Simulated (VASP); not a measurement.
Crystal: Sn2Ge.

```
Sn Ge
1.0
     0.00000    4.51098    4.51098
     4.51098    0.00000    4.51098
     4.51098    4.51098    0.00000
Sn Ge
4 2
Direct
  0.62875 0.11376 0.62875
  0.62875 0.62875 0.62875
  0.11376 0.62875 0.62875
  0.62875 0.62875 0.11376
  0.50000 0.50000 0.50000
  0.00000 0.00000 0.00000
```

The cell was built by a generator and needn't be a form met in nature.

* Program: VASP 6.6.1
* Task: relaxation of cell and atoms
* Functional: PBE
* Potentials or basis: VASP PAW PBE potentials, release 64 (Sn_d, Ge_d)
* Cutoff: 520 eV
* k mesh: 4 × 4 × 4
* Occupations: gaussian, width 0.15 eV
* Spin: no spin polarisation

At the start: pressure 34.7 GPa; volume 30.60 Å³/atom.

Q: Where does the relaxation end?

A: Over 9 steps the energy falls by 1913.9 meV/atom and the volume is 44.43 Å³/atom (+45.2 %); space group F-43m (No. 216, to 0.05 Å).

The path:
| step | energy change (eV) | largest force (eV/Å) | pressure (GPa) | volume (Å³) |
| --- | --- | --- | --- | --- |
| 1 | 0.0000 | 14.8979 | 34.66 | 183.59 |
| 2 | -3.7509 | 9.3571 | 3.37 | 421.59 |
| 3 | 45.4172 | 2.6897 | -31.44 | 266.04 |
| 4 | 4.9742 | 0.5143 | 5.43 | 229.21 |
| 5 | -10.4567 | 0.7829 | 5.04 | 232.51 |
| 6 | -10.8141 | 1.7616 | 2.63 | 244.76 |
| 7 | -11.1154 | 1.5266 | 3.31 | 242.23 |
| 8 | -11.4781 | 0.1774 | -0.26 | 270.00 |
| 9 | -11.4834 | 0.0325 | 0.05 | 266.57 |

Final structure:
```
Sn Ge
1.0
     0.00000    5.10814    5.10814
     5.10814    0.00000    5.10814
     5.10814    5.10814    0.00000
Sn Ge
4 2
Direct
  0.64693 0.05922 0.64693
  0.64693 0.64693 0.64693
  0.05922 0.64693 0.64693
  0.64693 0.64693 0.05922
  0.50000 0.50000 0.50000
  0.00000 0.00000 0.00000
```

Caveat: the volume moved by over 15 % at a fixed basis, so the end points are rough.
